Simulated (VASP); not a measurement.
# Pr3Ti (Pm-3m) in VASP: a series of runs

The runs below take Pr3Ti through single point, with LDA, PBE.

Everything below comes from runs of VASP 6.6.1. Logs are shortened: lines on timing, memory, paths and dates and some standing lists are left out, and cuts for length are marked.

**1. Starting point**

It takes space group Pm-3m (No. 221, cubic). Conventional cell: a = 4.970 Å, b = 4.970 Å, c = 4.970 Å, α = 90.00°, β = 90.00°, γ = 90.00°. Around Pr (site symmetry 4/mmm) lie 8 Pr at 3.51 Å and 4 Ti at 3.51 Å. Ti (site symmetry m-3m) has 12 Pr at 3.51 Å as nearest neighbours.

The cell comes from a database or a generator and needn't be the stable form of this composition.

**2. Single point, LDA, collinear spin, ferromagnetic start**

INCAR reads:

```
SYSTEM = Pr3Ti
ALGO     = Normal         ! electronic algorithm
EDIFF    = 1E-6           ! SCF threshold, eV
ENCUT    = 520            ! plane-wave cutoff, eV
GGA      = CA             ! functional
ISIF     = 2              ! what is computed and relaxed
ISMEAR   = 0              ! smearing method
ISPIN    = 2              ! spin polarisation
LASPH    = .TRUE.         ! aspherical terms in the spheres
LCHARG   = .FALSE.        ! write CHGCAR
LMAXMIX  = 6              ! l up to which the mixer works
LORBIT   = 11             ! projections on sites
LREAL    = .FALSE.        ! projectors in reciprocal space
LWAVE    = .FALSE.        ! write WAVECAR
MAGMOM   = 2 2 2 1        ! initial moments
NELM     = 100            ! most SCF steps
PREC     = Accurate       ! precision mode
SIGMA    = 0.02           ! smearing width, eV
```

KPOINTS reads:

```
k-points
0
G
  6 6 6
  0 0 0
```

POSCAR reads:

```
Pr3Ti
1.0
    4.9699000000      0.0000000000      0.0000000000
    0.0000000000      4.9699000000      0.0000000000
    0.0000000000      0.0000000000      4.9699000000
Pr Ti
3 1
Direct
    0.5000000000      0.5000000000      0.0000000000
    0.5000000000      0.0000000000      0.5000000000
    0.0000000000      0.5000000000      0.5000000000
    0.0000000000      0.0000000000      0.0000000000
```

Potentials or basis: VASP PAW PBE potentials, release 64 (Pr_3, Ti_pv), 4f in core.

On the command line:

```console
cat potpaw_PBE.64/Pr_3/POTCAR potpaw_PBE.64/Ti_pv/POTCAR > POTCAR
mpirun -np 1 vasp_std > vasp.out
```

OUTCAR:

```text
SYSTEM = Pr3Ti
   EDIFF = 1E-6
   ENCUT = 520
   GGA = CA
   ISIF = 2
   ISMEAR = 0
   ISPIN = 2
   LASPH = .TRUE.
   LORBIT = 11
   LREAL = .FALSE.
   NELM = 100
   PREC = Accurate

 ion  position               nearest neighbor table
   1  0.500  0.500  0.000-   2 3.51   3 3.51   4 3.51   2 3.51   3 3.51   2 3.51   4 3.51   2 3.51
                             3 3.51   4 3.51   3 3.51   4 3.51
   2  0.500  0.000  0.500-   1 3.51   3 3.51   4 3.51   1 3.51   4 3.51   1 3.51   3 3.51   1 3.51
                             3 3.51   4 3.51   4 3.51   3 3.51
   3  0.000  0.500  0.500-   1 3.51   2 3.51   4 3.51   1 3.51   4 3.51   2 3.51   4 3.51   4 3.51
                             1 3.51   2 3.51   1 3.51   2 3.51
   4  0.000  0.000  0.000-   1 3.51   2 3.51   3 3.51   2 3.51   3 3.51   1 3.51   3 3.51   3 3.51
                             1 3.51   2 3.51   2 3.51   1 3.51

  LATTYP: Found a simple cubic cell.
 ALAT       =     4.9699000000

  Lattice vectors:

 A1 = (   4.9699000000,   0.0000000000,   0.0000000000)
 A2 = (   0.0000000000,   4.9699000000,   0.0000000000)
 A3 = (   0.0000000000,   0.0000000000,   4.9699000000)

Analysis of symmetry for initial positions (statically):
=====================================================================
 Subroutine PRICEL returns:
 Original cell was already a primitive cell.

 Routine SETGRP: Setting up the symmetry group for a
 simple cubic supercell.

 Subroutine GETGRP returns: Found 48 space group operations
 (whereof 48 operations were pure point group operations)
 out of a pool of 48 trial point group operations.

The static configuration has the point symmetry O_h .

Analysis of symmetry for dynamics (positions and initial velocities):
=====================================================================
 Subroutine PRICEL returns:
 Original cell was already a primitive cell.

 Routine SETGRP: Setting up the symmetry group for a
 simple cubic supercell.

 Subroutine GETGRP returns: Found 48 space group operations
 (whereof 48 operations were pure point group operations)
 out of a pool of 48 trial point group operations.

The dynamic configuration has the point symmetry O_h .

Analysis of structural, dynamic, and magnetic symmetry:
=====================================================================
 Subroutine PRICEL returns:
 Original cell was already a primitive cell.

 Routine SETGRP: Setting up the symmetry group for a
 simple cubic supercell.

 Subroutine GETGRP returns: Found 48 space group operations
 (whereof 48 operations were pure point group operations)
[... 131 lines left out ...]
   LRPA    =     F    only Hartree local field effects (RPA)
 spin polarized calculation
 Gauss-broadening in eV      SIGMA  =   0.02
  energy-cutoff  :      520.00
  volume of cell :      122.76
 maximum number of plane-waves:      3362
 NGX is ok and might be reduce to    40
   NGX = 19   NGY = 19   NGZ = 19

 number of electron      42.9999990 magnetization       0.0406971

 number of electron      42.9999990 magnetization      -0.0020975

 Free energy of the ion-electron system (eV)
  ---------------------------------------------------
  ext. energy  EPLUGINS =         0.00000000
  ---------------------------------------------------
  free energy    TOTEN  =       -23.66918289 eV

  energy without entropy =      -23.66804624  energy(sigma->0) =      -23.66861457

 E-fermi :   3.6732     XC(G=0): -10.1838

 val. band max:        3.6515811223   @ k =   0.5000   0.1667   0.1667
 cond. band min:       3.6842811327   @ k =   0.5000   0.0000   0.0000
 fundamental gap:      0.0327000104
 Fermi energy:         3.6732274732

 spin component 1

 k-point     1 :       0.0000    0.0000    0.0000
  band No.  band energies     occupation
      1     -32.3912      1.00000
      2     -32.1320      1.00000
      3     -32.1320      1.00000
      4     -29.5785      1.00000
      5     -29.5785      1.00000
      6     -29.5785      1.00000
[... 629 lines left out ...]
     28       5.3533      0.00000
     29       5.3533      0.00000
 Fermi energy:         3.6732274732

 spin component 2

 k-point     1 :       0.0000    0.0000    0.0000
  band No.  band energies     occupation
      1     -32.3911      1.00000
      2     -32.1319      1.00000
      3     -32.1319      1.00000
      4     -29.5810      1.00000
      5     -29.5810      1.00000
      6     -29.5810      1.00000
[... 629 lines left out ...]
     28       5.3529      0.00000
     29       5.3529      0.00000

------------------------ aborting loop because EDIFF is reached ----------------------------------------

  FORCE on cell =-STRESS in cart. coord.  units (eV):
  Direction    XX          YY          ZZ          XY          YZ          ZX
  --------------------------------------------------------------------------------------
  -------------------------------------------------------------------------------------
  Total       -3.3610633     -3.3610633     -3.3610633     -0.0000000      0.0000000     -0.0000000
  in kB      -43.8676453    -43.8676453    -43.8676453     -0.0000000      0.0000000     -0.0000000
  external PRESSURE =     -43.8676453 kB  Pullay stress =       0.0000000 kB

 VOLUME and BASIS-vectors are now :
 -----------------------------------------------------------------------------
  energy-cutoff  :      520.00
  volume of cell :      122.76
      direct lattice vectors                 reciprocal lattice vectors
     4.969900000  0.000000000  0.000000000     0.201211292  0.000000000  0.000000000
     0.000000000  4.969900000  0.000000000     0.000000000  0.201211292  0.000000000
     0.000000000  0.000000000  4.969900000     0.000000000  0.000000000  0.201211292

 POSITION                                       TOTAL-FORCE (eV/Angst)
 -----------------------------------------------------------------------------------
      2.48495      2.48495      0.00000         0.000000      0.000000      0.000000
      2.48495      0.00000      2.48495         0.000000      0.000000      0.000000
      0.00000      2.48495      2.48495         0.000000      0.000000      0.000000
      0.00000      0.00000      0.00000         0.000000      0.000000      0.000000
 -----------------------------------------------------------------------------------
    total drift:                                0.000000     -0.000000     -0.000000

  FREE ENERGIE OF THE ION-ELECTRON SYSTEM (eV)
  ---------------------------------------------------
  free  energy   TOTEN  =       -23.6691828869 eV

  energy  without entropy=      -23.6680462438  energy(sigma->0) =      -23.66861457

 total charge

# of ion       s       p       d       tot
------------------------------------------
    1        2.133   5.699   1.023   8.856
    2        2.133   5.699   1.023   8.856
    3        2.133   5.699   1.023   8.856
    4        0.302   6.100   1.934   8.336
--------------------------------------------------
tot          6.703  23.198   5.003  34.904

 magnetization (x)

# of ion       s       p       d       tot
------------------------------------------
    1        0.000  -0.000   0.000   0.000
    2        0.000  -0.000   0.000   0.000
    3        0.000  -0.000   0.000   0.000
    4       -0.000  -0.000  -0.002  -0.002
--------------------------------------------------
tot         -0.000  -0.000  -0.002  -0.002
```

OSZICAR:

```text
N       E                     dE             d eps       ncg     rms          rms(c)
DAV:   1     0.423560364407E+03    0.42356E+03   -0.20315E+04  2344   0.140E+03
DAV:   2     0.679324664853E+01   -0.41677E+03   -0.40989E+03  2415   0.392E+02
DAV:   3    -0.252916864912E+02   -0.32085E+02   -0.30576E+02  3934   0.866E+01
DAV:   4    -0.275805203597E+02   -0.22888E+01   -0.22049E+01  3263   0.201E+01
DAV:   5    -0.276850516044E+02   -0.10453E+00   -0.10426E+00  3644   0.395E+00    0.181E+01
DAV:   6    -0.362826852797E+02   -0.85976E+01   -0.10688E+02  3148   0.263E+01    0.420E+01
DAV:   7    -0.253272045811E+02    0.10955E+02   -0.21942E+02  3522   0.407E+01    0.107E+01
DAV:   8    -0.243444203381E+02    0.98278E+00   -0.37670E+00  3142   0.632E+00    0.671E+00
DAV:   9    -0.237133461067E+02    0.63107E+00   -0.16542E+00  3138   0.512E+00    0.180E+00
DAV:  10    -0.236838594875E+02    0.29487E-01   -0.11064E-01  3236   0.133E+00    0.110E+00
DAV:  11    -0.236698777825E+02    0.13982E-01   -0.49262E-02  3277   0.118E+00    0.410E-01
DAV:  12    -0.236694913004E+02    0.38648E-03   -0.45004E-03  3516   0.268E-01    0.218E-01
DAV:  13    -0.236693301511E+02    0.16115E-03   -0.15733E-03  3103   0.148E-01    0.125E-01
DAV:  14    -0.236691834860E+02    0.14667E-03   -0.65769E-04  3387   0.119E-01    0.184E-02
DAV:  15    -0.236691834472E+02    0.38757E-07   -0.44304E-05  3324   0.263E-02    0.149E-02
DAV:  16    -0.236691828869E+02    0.56033E-06   -0.16886E-06  2215   0.758E-03
   1 F= -.23669183E+02 E0= -.23668615E+02  d E =-.113664E-02  mag=    -0.0024
```

It took 3.9 min on 1 thread of Intel Xeon Platinum 8175M at 2.50GHz (Skylake/Cascade Lake), shared host; peak memory 0.28 GiB.

What came out:

```
Free energy                                           : -23.6692 eV
Pressure                                              : -4.4 GPa
Band gap on the k mesh                                : none (metal or under the smearing width)
Net moment                                            : 0.00 μB per cell
Valence electrons inside the program's atomic spheres : Pr 8.86; Ti 8.34
```

Levels at points of the mesh, in eV from the Fermi level:
Spin up:
```
           k point  band 20  band 21  band 22  band 23  band 24  band 25
(0.00, 0.00, 0.00)    -1.47    -1.47    -1.47     0.92     0.92     0.92
(0.50, 0.00, 0.00)    -0.45    -0.42     0.01     0.01     0.23     0.23
(0.50, 0.50, 0.00)    -0.35     0.11     0.16     0.16     0.28     0.28
(0.50, 0.50, 0.50)     0.45     0.45     0.72     0.72     0.72     1.40
```
Spin down:
```
           k point  band 20  band 21  band 22  band 23  band 24  band 25
(0.00, 0.00, 0.00)    -1.47    -1.47    -1.47     0.92     0.92     0.92
(0.50, 0.00, 0.00)    -0.45    -0.42     0.01     0.01     0.22     0.22
(0.50, 0.50, 0.00)    -0.36     0.11     0.16     0.16     0.28     0.28
(0.50, 0.50, 0.50)     0.45     0.45     0.72     0.72     0.72     1.40
```

Caveat: the magnetic or orbital state may not be the lowest; the PAW data sets were made with another functional, which shifts forces and pressure a little; spin-orbit coupling is left out, which moves the levels of the heavy elements; the 4f electrons are frozen in the core as for a trivalent ion, so they carry no moment and show no levels. The state reached can hang on the start; a lower one may exist.

**3. Single point, PBE, collinear spin, ferromagnetic start**

run.py reads:

```python
from ase.calculators.vasp import Vasp
from ase.dft.bandgap import bandgap
from ase.io import read

atoms = read('Pr3Ti.xyz')
atoms.set_initial_magnetic_moments([2.0, 2.0, 2.0, 1.0])
calc = Vasp(
    directory='calc',
    xc='lda',
    pp='PBE',
    setups='materialsproject',
    prec='Accurate',
    encut=520,
    ediff=1e-06,
    ismear=0,
    sigma=0.02,
    lreal=False,
    lasph=True,
    nelm=150,
    algo='Fast',
    isif=2,
    lwave=False,
    lcharg=False,
    ispin=2,
    lorbit=11,
    lmaxmix=6,
    kpts=[6, 6, 6],
    gamma=True,
    nbands=34,
)
atoms.calc = calc

print('energy (eV):', atoms.get_potential_energy())
print('free energy (eV):', atoms.get_potential_energy(force_consistent=True))
print('forces (eV/A):')
print(atoms.get_forces())
print('stress (eV/A^3, Voigt):', atoms.get_stress())
print('Fermi level (eV):', calc.get_fermi_level())
print('moment (muB):', atoms.get_magnetic_moment())
print('site moments (muB):', atoms.get_magnetic_moments())
gap, top, bottom = bandgap(calc)
print('band gap (eV):', gap, 'from (spin, k, band)', top, 'to', bottom)
```

Pr3Ti.xyz reads:

```xyz
4
Lattice="4.9699000000 0.0000000000 0.0000000000 0.0000000000 4.9699000000 0.0000000000 0.0000000000 0.0000000000 4.9699000000" Properties=species:S:1:pos:R:3 pbc="T T T"
Pr     2.4849500000      2.4849500000      0.0000000000
Pr     2.4849500000      0.0000000000      2.4849500000
Pr     0.0000000000      2.4849500000      2.4849500000
Ti     0.0000000000      0.0000000000      0.0000000000
```

Potentials or basis: VASP PAW PBE potentials, release 64 (Pr_3, Ti_pv), 4f in core.

On the command line:

```console
python run.py
```

Wall time 8.4 min (1 thread of Intel Xeon Platinum 8175M at 2.50GHz (Skylake/Cascade Lake), shared host); peak memory 0.36 GiB.

Results (log left out):

```
Free energy                                           : -20.9647 eV
Pressure                                              : -0.1 GPa
Band gap on the k mesh                                : none (metal or under the smearing width)
Net moment                                            : -0.08 μB per cell
Site moments                                          : Pr +0.00; Ti -0.07 μB
Valence electrons inside the program's atomic spheres : Pr 8.86; Ti 8.30
```

Levels at points of the mesh, in eV from the Fermi level:
Spin up:
```tsv
k point	band 19	band 20	band 21	band 22	band 23	band 24	band 25	band 26
(0.00, 0.00, 0.00)	-1.83	-1.43	-1.43	-1.43	0.98	0.98	0.98	2.18
(0.50, 0.00, 0.00)	-0.65	-0.42	-0.37	0.01	0.01	0.27	0.27	0.68
(0.50, 0.50, 0.00)	-0.48	-0.32	0.16	0.20	0.30	0.30	0.32	0.59
(0.50, 0.50, 0.50)	-1.74	0.52	0.52	0.77	0.77	0.77	1.46	1.46
```
Spin down:
```tsv
k point	band 19	band 20	band 21	band 22	band 23	band 24	band 25	band 26
(0.00, 0.00, 0.00)	-1.85	-1.45	-1.45	-1.45	0.95	0.95	0.95	2.15
(0.50, 0.00, 0.00)	-0.68	-0.42	-0.41	0.00	0.00	0.22	0.22	0.63
(0.50, 0.50, 0.00)	-0.50	-0.36	0.12	0.16	0.16	0.31	0.31	0.32
(0.50, 0.50, 0.50)	-1.75	0.47	0.47	0.74	0.74	0.74	1.47	1.47
```

Caveat: ASE's xc='lda' writes no GGA tag, so the PBE potentials set the functional and the run is PBE; the magnetic or orbital state may not be the lowest; spin-orbit coupling is left out, which moves the levels of the heavy elements; the 4f electrons are frozen in the core as for a trivalent ion, so they carry no moment and show no levels. The state reached can hang on the start; a lower one may exist.
